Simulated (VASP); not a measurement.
The system is Sn2Ge.

```
Sn Ge
1.0
     5.01563    0.00000    0.00000
    -2.50781    4.34366    0.00000
     0.00000    0.00000    4.12969
Sn Ge
2 1
Direct
  0.33333 0.66667 0.50000
  0.66667 0.33333 0.50000
  0.00000 0.00000 0.50000
```

The cell was built by a generator and needn't be a form met in nature.

* Program: VASP 6.6.1
* Task: relaxation of cell and atoms
* Functional: PBE
* Potentials or basis: VASP PAW PBE potentials, release 64 (Sn_d, Ge_d)
* Cutoff: 520 eV
* k mesh: 5 × 5 × 5
* Occupations: gaussian, width 0.15 eV
* Spin: no spin polarisation

At the start: pressure 4.9 GPa; volume 29.99 Å³/atom.

Task: How do energy, volume and symmetry change on relaxing?

Result: Over 19 steps the energy falls by 402.2 meV/atom and the volume is 25.69 Å³/atom (-14.3 %); space group P6/mmm (No. 191, to 0.05 Å).

Step by step:
```csv
step,energy change (eV),largest force (eV/Å),pressure (GPa),volume (Å³)
1,0.0000,0.0000,4.90,89.97
2,-0.1926,0.0000,-4.03,102.15
3,-0.2372,0.0000,-1.89,98.03
4,-0.2374,0.0000,-1.40,97.76
5,-0.3458,0.0000,-2.17,94.90
6,-0.6578,0.0000,-2.50,87.96
7,-1.1728,0.0000,2.70,73.42
8,-1.1587,0.0000,1.42,75.41
9,-1.1757,0.0000,2.94,73.93
10,-1.1421,0.0000,2.01,74.49
11,-1.1859,0.0000,2.33,74.12
12,-1.2037,0.0000,0.70,76.06
13,-1.2054,0.0000,0.53,76.71
14,-1.2027,0.0000,-0.45,78.02
15,-1.2053,0.0000,-0.07,77.16
16,-1.2055,0.0000,0.04,76.97
17,-1.2055,0.0000,0.14,76.83
18,-1.2054,0.0000,0.61,76.78
19,-1.2066,0.0000,-0.33,77.07
```

Final structure:
```cif
data_structure
_symmetry_space_group_name_H-M 'P 1'
_symmetry_Int_Tables_number 1
_cell_length_a 5.4902
_cell_length_b 5.4902
_cell_length_c 2.9525
_cell_angle_alpha 90.000
_cell_angle_beta 90.000
_cell_angle_gamma 120.000
_cell_volume 77.07
loop_
_atom_site_label
_atom_site_type_symbol
_atom_site_fract_x
_atom_site_fract_y
_atom_site_fract_z
_atom_site_occupancy
Sn1 Sn 0.33333 0.66667 0.50000 1
Sn2 Sn 0.66667 0.33333 0.50000 1
Ge1 Ge 0.00000 0.00000 0.50000 1
```
